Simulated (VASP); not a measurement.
A convergence study with VASP on MoTe2 (space group no. 194 when undisturbed): one setting is varied, all else stays as given below, so the limit is that of these other settings. One atom is moved off its site, so that forces are finite.

```yaml
crystal:
  lattice:
    - [1.76528, -3.05755, 0.00000]
    - [1.76528, 3.05755, 0.00000]
    - [0.00000, 0.00000, 14.00188]
  atoms:
    - { symbol: Te, position: [0.33333, 0.66667, 0.88257] }
    - { symbol: Te, position: [0.66667, 0.33333, 0.37900] }
    - { symbol: Te, position: [0.66667, 0.33333, 0.12100] }
    - { symbol: Te, position: [0.33333, 0.66667, 0.62100] }
    - { symbol: Mo, position: [0.33333, 0.66667, 0.25000] }
    - { symbol: Mo, position: [0.66667, 0.33333, 0.75000] }
```

Computed with LDA (Ceperley-Alder, Perdew-Zunger), VASP's LDA PAW potentials (set 64) (plane waves; VASP). The tightest run used: 300 eV cut-off, 19×19×5 Γ-centred mesh, Fermi-Dirac smearing of 0.010 eV, potentials Te Mo_sv.

### Question
The settings run are 2×2×1 mesh; 3×3×1 mesh; 4×4×1 mesh; 5×5×1 mesh; 5×5×2 mesh; 6×6×2 mesh; 7×7×2 mesh; 9×9×2 mesh; 10×10×3 mesh; 11×11×3 mesh; 13×13×3 mesh; 14×14×3 mesh; 15×15×4 mesh; 17×17×4 mesh; 19×19×5 mesh. From which on does the energy per atom stay within 0.002 eV/atom of the tightest run?

### Answer
From 5×5×2 mesh on: it is off by 0.0004 there and by no more than 0.002 in any finer run, while 5×5×1 mesh is off by 0.0101.
```tsv
setting	E (eV/atom)	pressure (GPa)	largest force (eV/Å)	irreducible k-points	difference judged (eV/atom)
2×2×1 mesh	-6.5943	-3.37	0.881	2	0.2673
3×3×1 mesh	-6.8830	-4.75	1.180	3	0.0214
4×4×1 mesh	-6.8710	-4.44	0.926	4	0.0094
5×5×1 mesh	-6.8515	-4.21	0.931	5	0.0101
5×5×2 mesh	-6.8612	-4.40	0.885	10	0.0004
6×6×2 mesh	-6.8614	-4.42	0.884	14	0.0002
7×7×2 mesh	-6.8614	-4.42	0.887	16	0.0002
9×9×2 mesh	-6.8615	-4.42	0.888	24	0.0001
10×10×3 mesh	-6.8616	-4.42	0.887	36	0.0000
11×11×3 mesh	-6.8616	-4.42	0.887	42	0.0000
13×13×3 mesh	-6.8616	-4.42	0.887	56	0.0000
14×14×3 mesh	-6.8616	-4.42	0.887	64	0.0000
15×15×4 mesh	-6.8616	-4.42	0.887	100	0.0000
17×17×4 mesh	-6.8616	-4.42	0.887	123	0.0000
19×19×5 mesh	-6.8616	-4.42	0.887	180	0.0000
```

Left out are rungs that failed or repeat a setting and relaxations that didn't move; long series are thinned to 24 rows.

The structure is a typed MoTe2 crystal (space group no. 194). The cell was not relaxed at this level, it is distorted from the ideal structure.
